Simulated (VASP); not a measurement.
Write the native input for VASP 6.6.1 that does the following.

- Task: single point
- Functional: PBE
- Potentials or basis: VASP PAW PBE potentials, release 64 (In_d)
- Cutoff: 520 eV
- k mesh: 10 × 7 × 1
- Occupations: gaussian, width 0.1 eV
- Spin: no spin polarisation
- Dipole correction: yes
- Further INCAR settings: ALGO = Fast; EDIFF = 1e-06; NBANDS = 34

The structure of In lies in POSCAR:

```
In
1.0
    3.3901945595      0.0000000000      0.0000000000
    0.0000000000      4.7845006370      0.0000000000
    0.0000000000      0.0000000000     20.0852918393
In
4
Direct
    0.5000000000      0.5000000000      0.3734075691
    0.0000000000      0.0000000000      0.4578025230
    0.5000000000      0.5000000000      0.5421974770
    0.0000000000      0.0000000000      0.6265924309
```

The cell isn't the ideal one: (1 0 0) slab cut from the bulk.

One way to write it, as run:

INCAR

```
ALGO = Fast
DIPOL = 0.5 0.5 0.500
EDIFF = 1E-6
ENCUT = 520
GGA = PE
IDIPOL = 3
ISIF = 2
ISMEAR = 0
LASPH = True
LCHARG = False
LDIPOL = True
LREAL = False
LWAVE = False
NBANDS = 34
NELM = 100
PREC = Accurate
SIGMA = 0.1
```

KPOINTS

```
k-points
0
Gamma
  10 7 1
```

Potentials or basis: VASP PAW PBE potentials, release 64 (In_d).

Launch:

```console
$ cat potpaw_PBE.64/In_d/POTCAR > POTCAR
$ mpirun -np 1 vasp_std > vasp.out
```

Results of the run:

```json
{
 "Largest force": "0.160 eV/Å",
 "Band gap on the k mesh": "none (metal or under the smearing width)"
}
```

It took 3.5 min on 1 thread of Intel(R) Xeon(R) 6975P-C (Granite Rapids), on a shared host, peak memory 0.47 GiB.
